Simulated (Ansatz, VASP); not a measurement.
# MgVOF2 in VASP and in Ansatz

```
V Mg F O
1.0
     4.77176   -2.06208    0.00000
     4.77176    2.06208    0.00000
    -0.06394    0.00000    3.42620
V Mg F O
1 1 2 1
Cartesian
  9.3487 0.0000 0.0242
  6.0468 0.0000 1.7708
  1.1448 0.0000 1.7674
  7.9914 0.0000 1.7120
  5.1386 0.0000 0.0410
```

Change from the starting cell: volume scaled by 0.98.

Alike in both runs: task single point; functional PBE; k mesh 7 × 7 × 8; occupations fermi-dirac, width 0.05 eV; collinear spin, ferromagnetic start.

```csv
,VASP,Ansatz
version,VASP 6.6.1,Ansatz 0.2.0
potentials or method,"VASP PAW PBE potentials, release 64 (V_sv, Mg, F, O)",Ansatz PAW
plane-wave cutoff (eV),520,420
valence electrons in the cell,35,43
```

```csv
,VASP,Ansatz,Ansatz less VASP
gap on the k mesh at the Fermi level (eV),none,none,-
pressure (GPa),-0.7,-0.5,+0.17
largest component of the traceless stress (GPa),0.90,0.80,-0.106
rms of the force components (eV/Å),0.095,0.109,+0.0144
net moment per atom (μB),0.60,0.60,0.000
size of the moment on the site where the two differ most (μB),2.65,2.25,-0.403
```

Site moments also hang on the region over which each program counts them. Atom by atom the forces differ by 0.015 eV/Å (rms over components). A gap of «none» marks a metal or a gap that the smearing closes. The two sets of potentials don't hold the same shells in valence.

Caveats: semilocal functionals often make such compounds metallic where correlation or magnetic order opens a gap, which also shifts bond lengths; the pressure holds a Pulay correction of +0.5 GPa for the finite cutoff (Ansatz).
